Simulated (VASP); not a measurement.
All values below come from PBEsol GGA with spin-orbit coupling, VASP's PBE PAW potentials (set 64) (plane waves; VASP).

A VASP calculation is set up with these files.

POSCAR:
```
SrO
1
   -0.0000000000     2.5669795706     2.5669795706
    2.5669795706     0.0000000000     2.5669795706
    2.5669795706     2.5669795706     0.0000000000
Sr O
1 1
Direct
  0.0000000000   0.0000000000   0.0000000000
  0.5000000000   0.5000000000   0.5000000000
```

**INCAR**
```
# general
SYSTEM     = SrO
PREC       = Accurate
ENCUT      = 520   # plane-wave cut-off (eV)
LREAL      = .False.   # projection in real space or not
LASPH      = .True.

# electronic loop
EDIFF      = 1E-6   # SCF stop (eV)
NELM       = 100
ALGO       = Normal
LMAXMIX    = 4

# smearing
ISMEAR     = 0   # Gaussian
SIGMA      = 0.05   # width (eV)

# functional
GGA        = PS   # PBEsol
GGA_COMPAT = .False.

# spin
MAGMOM     = 6*0
LSORBIT    = .True.

# output
LWAVE      = .False.
LCHARG     = .False.
```

### KPOINTS_OPT
```
k-points along high-symmetry lines
8
Line-mode
Reciprocal
  0.000000   0.000000   0.000000 ! GAMMA
  0.500000   0.000000   0.500000 ! X

  0.500000   0.000000   0.500000 ! X
  0.625000   0.250000   0.625000 ! U

  0.375000   0.375000   0.750000 ! K
  0.000000   0.000000   0.000000 ! GAMMA

  0.000000   0.000000   0.000000 ! GAMMA
  0.500000   0.500000   0.500000 ! L

  0.500000   0.500000   0.500000 ! L
  0.500000   0.250000   0.750000 ! W

  0.500000   0.250000   0.750000 ! W
  0.500000   0.000000   0.500000 ! X
```

### KPOINTS
```
Automatic
0
gamma
 8 8 8
0 0 0
```

POTCAR, in this order: Sr_sv O (PBE.64 set). Program: vasp_ncl.

The resulting files:

**OSZICAR**
```
       N       E                     dE             d eps       ncg     rms          rms(c)
DAV:   1     0.869676358696E+02    0.86968E+02   -0.84324E+03  1392   0.130E+03
DAV:   2    -0.970165120490E+01   -0.96669E+02   -0.89959E+02  1976   0.282E+02
DAV:   3    -0.145682163521E+02   -0.48666E+01   -0.48328E+01  2120   0.570E+01
DAV:   4    -0.147037562455E+02   -0.13554E+00   -0.13550E+00  1872   0.737E+00
DAV:   5    -0.147048159873E+02   -0.10597E-02   -0.10597E-02  1920   0.719E-01    0.234E+01
DAV:   6    -0.128390960617E+02    0.18657E+01   -0.88525E+00  1584   0.231E+01    0.246E+01
DAV:   7    -0.127505785160E+02    0.88518E-01   -0.77863E-01  1848   0.721E+00    0.145E+01
DAV:   8    -0.127310574142E+02    0.19521E-01   -0.17481E-01  1440   0.435E+00    0.240E+00
DAV:   9    -0.127271425996E+02    0.39148E-02   -0.11015E-02  2008   0.100E+00    0.393E-01
DAV:  10    -0.127274508625E+02   -0.30826E-03   -0.47166E-03  1736   0.504E-01    0.159E-01
DAV:  11    -0.127277557297E+02   -0.30487E-03   -0.52731E-04  1488   0.247E-01    0.706E-02
DAV:  12    -0.127277396655E+02    0.16064E-04   -0.40412E-05  1792   0.622E-02    0.341E-02
DAV:  13    -0.127277370669E+02    0.25985E-05   -0.14385E-05  1632   0.342E-02    0.119E-02
DAV:  14    -0.127277371956E+02   -0.12866E-06   -0.27237E-06  1616   0.140E-02
   1 F= -.12727737E+02 E0= -.12727737E+02  d E =-.430855E-19  mag=    -0.0000     0.0000    -0.0000
       N       E                     dE             ncg
       N       E                     dE             ncg
```

OUTCAR:
```
------------------------ aborting loop because EDIFF is reached ----------------------------------------
  FORCE on cell =-STRESS in cart. coord.  units (eV):
  Direction    XX          YY          ZZ          XY          YZ          ZX
  --------------------------------------------------------------------------------------
  Total       -0.0039651     -0.0039651     -0.0039651     -0.0000000     -0.0000000      0.0000000
  in kB       -0.1877864     -0.1877864     -0.1877864     -0.0000000     -0.0000000      0.0000000
  external PRESSURE =      -0.1877864 kB  Pullay stress =       0.0000000 kB
  volume of cell :       33.83
      direct lattice vectors                 reciprocal lattice vectors
     0.000000000  2.566979571  2.566979571    -0.194781449  0.194781449  0.194781449
     2.566979571  0.000000000  2.566979571     0.194781449 -0.194781449  0.194781449
     2.566979571  2.566979571  0.000000000     0.194781449  0.194781449 -0.194781449
  FREE ENERGIE OF THE ION-ELECTRON SYSTEM (eV)
  ---------------------------------------------------
  free  energy   TOTEN  =       -12.7277371956 eV

  energy  without entropy=      -12.7277371956  energy(sigma->0) =      -12.72773720

 Ion:    1  E_soc:     -0.1769010

 Ion:    2  E_soc:     -0.0003227
```
(Selected blocks of OUTCAR.)

The compound is SrO in the rock salt structure. It was relaxed first.
